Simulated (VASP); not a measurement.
Computed with PBE GGA, VASP's PBE PAW potentials (set 64) (plane waves; VASP).

VASP ran on this input.

**POSCAR**
```
KCl
1
    0.0000000000     3.1910210683     3.1910210683
    3.1910210683     0.0000000000     3.1910210683
    3.1910210683     3.1910210683     0.0000000000
K Cl
1 1
Direct
  0.0000000000   0.0000000000   0.0000000000
  0.5000000000   0.5000000000   0.5000000000
```

### INCAR
```
# general
SYSTEM  =  KCl
PREC    =  Accurate
ENCUT   =  520   # plane-wave cut-off (eV)
LREAL   =  .FALSE.   # projection in real space or not
LASPH   =  .TRUE.   # aspherical one-centre terms

# electronic loop
EDIFF   =  1E-6   # SCF stop (eV)
NELM    =  100
ALGO    =  Normal   # blocked Davidson

# smearing
ISMEAR  =  0
SIGMA   =  0.05   # width (eV)

# functional
GGA     =  PE   # PBE

# output
LWAVE   =  .FALSE.
LCHARG  =  .TRUE.
```

**KPOINTS**
```
Automatic mesh
0
Gamma
7 7 7
0 0 0
```

POTCAR, in this order: K_sv Cl (PBE.64 set). Program: vasp_std.

The resulting files:

OUTCAR:
```
 ion  position               nearest neighbor table
   1  0.000  0.000  0.000-   2 3.19   2 3.19   2 3.19   2 3.19   2 3.19   2 3.19
   2  0.500  0.500  0.500-   1 3.19   1 3.19   1 3.19   1 3.19   1 3.19   1 3.19
  LATTYP: Found a face centered cubic cell.
 ALAT       =     6.3820421366
 Subroutine PRICEL returns:
 Original cell was already a primitive cell.
 Subroutine GETGRP returns: Found 48 space group operations
The static configuration has the point symmetry O_h .
The dynamic configuration has the point symmetry O_h .
 Subroutine INISYM returns: Found 48 space group operations
 Subroutine IBZKPT returns following result:
 Found     20 irreducible k-points:

 Following reciprocal coordinates:
            Coordinates               Weight
  0.000000  0.000000  0.000000      1.000000
  0.142857  0.000000  0.000000      8.000000
  0.285714  0.000000  0.000000      8.000000
  0.428571  0.000000  0.000000      8.000000
  0.142857  0.142857  0.000000      6.000000
  0.285714  0.142857  0.000000     24.000000
  0.428571  0.142857  0.000000     24.000000
 -0.428571  0.142857  0.000000     24.000000
 -0.285714  0.142857  0.000000     24.000000
 -0.142857  0.142857  0.000000     12.000000
  0.285714  0.285714  0.000000      6.000000
  0.428571  0.285714  0.000000     24.000000
 -0.428571  0.285714  0.000000     24.000000
 -0.285714  0.285714  0.000000     12.000000
  0.428571  0.428571  0.000000      6.000000
 -0.428571  0.428571  0.000000     12.000000
  0.428571  0.285714  0.142857     24.000000
 -0.428571  0.285714  0.142857     48.000000
 -0.428571  0.428571  0.142857     24.000000
 -0.285714  0.428571  0.142857     24.000000
   k-points           NKPTS =     20   k-points in BZ     NKDIM =     20   number of bands    NBANDS=     12
   number of dos      NEDOS =    301   number of ions     NIONS =      2
   total plane-waves  NPLWV =  46656
   dimension x,y,z NGX =    36 NGY =   36 NGZ =   36
...
```

### OSZICAR
```
       N       E                     dE             d eps       ncg     rms          rms(c)
DAV:   1     0.106320342822E+03    0.10632E+03   -0.72365E+03   480   0.118E+03
DAV:   2    -0.436209438648E+00   -0.10676E+03   -0.99706E+02   608   0.274E+02
DAV:   3    -0.687542716838E+01   -0.64392E+01   -0.63934E+01   616   0.633E+01
DAV:   4    -0.711235286761E+01   -0.23693E+00   -0.23660E+00   820   0.111E+01
DAV:   5    -0.711465315669E+01   -0.23003E-02   -0.23001E-02   640   0.108E+00    0.315E+00
DAV:   6    -0.681284277982E+01    0.30181E+00   -0.56806E-01   584   0.408E+00    0.258E+00
DAV:   7    -0.679641615445E+01    0.16427E-01   -0.13824E-01   612   0.223E+00    0.151E+00
DAV:   8    -0.680936288879E+01   -0.12947E-01   -0.21206E-02   644   0.125E+00    0.184E-01
DAV:   9    -0.681030175649E+01   -0.93887E-03   -0.16034E-03   640   0.270E-01    0.103E-01
DAV:  10    -0.681098272612E+01   -0.68097E-03   -0.67331E-04   560   0.212E-01    0.124E-02
DAV:  11    -0.681099461709E+01   -0.11891E-04   -0.19280E-05   688   0.331E-02    0.651E-03
DAV:  12    -0.681099856201E+01   -0.39449E-05   -0.62113E-06   600   0.189E-02    0.299E-03
DAV:  13    -0.681099865063E+01   -0.88624E-07   -0.69035E-07   472   0.701E-03
   1 F= -.68109987E+01 E0= -.68109987E+01  d E =-.273338E-14
```

### OUTCAR
```
------------------------ aborting loop because EDIFF is reached ----------------------------------------
  FORCE on cell =-STRESS in cart. coord.  units (eV):
  Direction    XX          YY          ZZ          XY          YZ          ZX
  --------------------------------------------------------------------------------------
  Total        0.0045735      0.0045735      0.0045735      0.0000000      0.0000000      0.0000000
  in kB        0.1127557      0.1127557      0.1127557      0.0000000      0.0000000      0.0000000
  external PRESSURE =       0.1127557 kB  Pullay stress =       0.0000000 kB
  volume of cell :       64.99
      direct lattice vectors                 reciprocal lattice vectors
     0.000000000  3.191021068  3.191021068    -0.156689658  0.156689658  0.156689658
     3.191021068  0.000000000  3.191021068     0.156689658 -0.156689658  0.156689658
     3.191021068  3.191021068  0.000000000     0.156689658  0.156689658 -0.156689658
  FREE ENERGIE OF THE ION-ELECTRON SYSTEM (eV)
  ---------------------------------------------------
  free  energy   TOTEN  =        -6.8109986506 eV

  energy  without entropy=       -6.8109986506  energy(sigma->0) =       -6.81099865
```
(Selected blocks of OUTCAR.)

File OUTCAR:
```
 val. band max:       -2.0045363369   @ k =   0.0000   0.0000   0.0000

 cond. band min:       3.0401186490   @ k =   0.0000   0.0000   0.0000


 Fermi energy:        -1.7534084169

 k-point     1 :       0.0000    0.0000    0.0000
  band No.  band energies     occupation
      1     -29.3076      2.00000
      2     -14.0765      2.00000
      3     -12.7675      2.00000
      4     -12.7675      2.00000
      5     -12.7675      2.00000
      6      -2.0045      2.00000
      7      -2.0045      2.00000
      8      -2.0045      2.00000
      9       3.0401      0.00000
     10       6.3491      0.00000
     11       6.3491      0.00000
     12       6.3491      0.00000

 k-point     2 :       0.1429    0.0000    0.0000
  band No.  band energies     occupation
      1     -29.3060      2.00000
      2     -14.1127      2.00000
      3     -12.7691      2.00000
      4     -12.7691      2.00000
      5     -12.7224      2.00000
      6      -2.2286      2.00000
      7      -2.0626      2.00000
      8      -2.0626      2.00000
      9       3.5014      0.00000
     10       6.2021      0.00000
     11       6.5927      0.00000
     12       6.5927      0.00000

 k-point     3 :       0.2857    0.0000    0.0000
  band No.  band energies     occupation
      1     -29.3024      2.00000
      2     -14.1865      2.00000
      3     -12.7726      2.00000
      4     -12.7726      2.00000
      5     -12.6282      2.00000
      6      -2.6553      2.00000
      7      -2.1878      2.00000
      8      -2.1878      2.00000
      9       4.5330      0.00000
     10       6.1193      0.00000
     11       7.2727      0.00000
     12       7.2727      0.00000

 k-point     4 :       0.4286    0.0000    0.0000
  band No.  band energies     occupation
      1     -29.2995      2.00000
      2     -14.2401      2.00000
      3     -12.7755      2.00000
      4     -12.7755      2.00000
      5     -12.5580      2.00000
      6      -2.9472      2.00000
...
```

The compound is KCl in the rock salt structure. It was relaxed first.
